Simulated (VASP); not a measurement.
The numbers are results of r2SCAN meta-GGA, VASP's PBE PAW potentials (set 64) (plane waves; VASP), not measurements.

Input for VASP

File POSCAR:
```
CaF2
1
    0.0000000000     2.7267856027     2.7267856027
    2.7267856027     0.0000000000     2.7267856027
    2.7267856027     2.7267856027     0.0000000000
Ca F
1 2
Direct
  1.0000000000   1.0000000000   0.0000000000
  0.2500000000   0.2500000000   0.2500000000
  0.7500000000   0.7500000000   0.7500000000
```

### INCAR
```
ALGO=Normal
EDIFF=1E-7
EDIFFG=-0.01
ENCUT=600
IBRION=2
ISIF=3
ISMEAR=0
LASPH=.TRUE.
LCHARG=.FALSE.
LMIXTAU=.TRUE.
LREAL=.FALSE.
LWAVE=.FALSE.
METAGGA=R2SCAN
NELM=100
NSW=40
PREC=Accurate
PSTRESS=20
SIGMA=0.05
SYSTEM=CaF2
```

File KPOINTS:
```
Automatic
0
gamma
  6 6 6
```

POTCAR, in this order: Ca_sv F (PBE.64 set). Program: vasp_std.

Energy and stress use the plane-wave basis of the starting cell.

Question: Predict the energy per atom (σ→0), volume per atom, band gap (on the k-mesh).

Answer: 
energy per atom (σ→0): -8.650 eV/atom
band gap (on the k-mesh): 8.12 eV
volume per atom: 13.19 Å³/atom

### OSZICAR
```
...
DAV:   3    -0.259509091449E+02    0.19139E-03   -0.39617E-04   752   0.249E-01    0.405E-02
DAV:   4    -0.259508257941E+02    0.83351E-04   -0.28104E-04   760   0.196E-01    0.131E-02
DAV:   5    -0.259508778299E+02   -0.52036E-04   -0.11335E-05   616   0.379E-02    0.120E-02
DAV:   6    -0.259508476477E+02    0.30182E-04   -0.29557E-06   568   0.231E-02    0.797E-03
DAV:   7    -0.259509097001E+02   -0.62052E-04   -0.20193E-05   512   0.624E-02    0.148E-03
DAV:   8    -0.259509143953E+02   -0.46952E-05   -0.41054E-06   696   0.260E-02    0.498E-04
DAV:   9    -0.259509143975E+02   -0.22287E-08   -0.64973E-08   520   0.263E-03
   3 F= -.25456835E+02 E0= -.25456835E+02  d E =-.694214E-02
```

The compound is CaF2 in the fluorite structure. This run relaxes it under an external pressure of 2 GPa. Symmetry was kept, so distortions that lower it aren't found.
